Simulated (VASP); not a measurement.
Energy against volume of Pd (fcc). All values below come from LDA (Ceperley-Alder, Perdew-Zunger), VASP's LDA PAW potentials (set 64) (plane waves; VASP 6.6.1). Settings: 520 eV cut-off, 16×16×16 Γ-centred mesh, first-order Methfessel-Paxton smearing of 0.10 eV, potentials Pd.

```json
[
 {"V (Å³/atom)": "13.299", "E (eV/atom)": "-6.44947"},
 {"V (Å³/atom)": "13.723", "E (eV/atom)": "-6.48247"},
 {"V (Å³/atom)": "14.148", "E (eV/atom)": "-6.49336"},
 {"V (Å³/atom)": "14.572", "E (eV/atom)": "-6.48599"}
]
```

Fit these four points and predict the energy of the run at 14.996 Å³/atom.

A cubic in V^(−2/3), the third-order Birch-Murnaghan form, passes through the four points with V0 = 14.17 Å³/atom and B0 = 227 GPa, and gives -6.4636 eV/atom there. The run gave -6.4635 eV/atom, +0.1 meV/atom from the fit; all five points give B0 = 227 GPa.

The compound is Pd in the fcc structure. It was relaxed first.
